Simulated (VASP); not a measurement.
```
CELL_PARAMETERS angstrom
      2.67272     0.00000     0.00000
     -1.33636     2.31465     0.00000
      0.00000     0.00000    25.83161
ATOMIC_POSITIONS crystal
  Rh 0.66667 0.33333 0.33104
  Rh 0.33333 0.66667 0.41552
  Rh 0.00000 0.00000 0.50000
  Rh 0.66667 0.33333 0.58448
  Rh 0.33333 0.66667 0.66896
```

Method: PBEsol GGA, VASP's PBE PAW potentials (set 64) (plane waves; VASP). Numerical set-up: PREC = Normal, EDIFF = 1E-5, 400 eV cut-off, 12×12×1 Γ-centred mesh, first-order Methfessel-Paxton smearing of 0.10 eV, potentials Rh_pv.

Task: The ions are relaxed. What does this cell relax into?

Result: 
```
CELL_PARAMETERS angstrom
      2.67272     0.00000     0.00000
     -1.33636     2.31465     0.00000
      0.00000     0.00000    25.83161
ATOMIC_POSITIONS crystal
  Rh 0.66667 0.33333 0.33270
  Rh 0.33333 0.66667 0.41561
  Rh 0.00000 0.00000 0.50000
  Rh 0.66667 0.33333 0.58439
  Rh 0.33333 0.66667 0.66730
```

Task: How much energy does the relaxation gain?

Result: The energy (σ→0) changes by -3.1 meV/atom, in 5 ionic steps.

The cell is a thin slab with vacuum, built from Rh (fcc): (111) face.
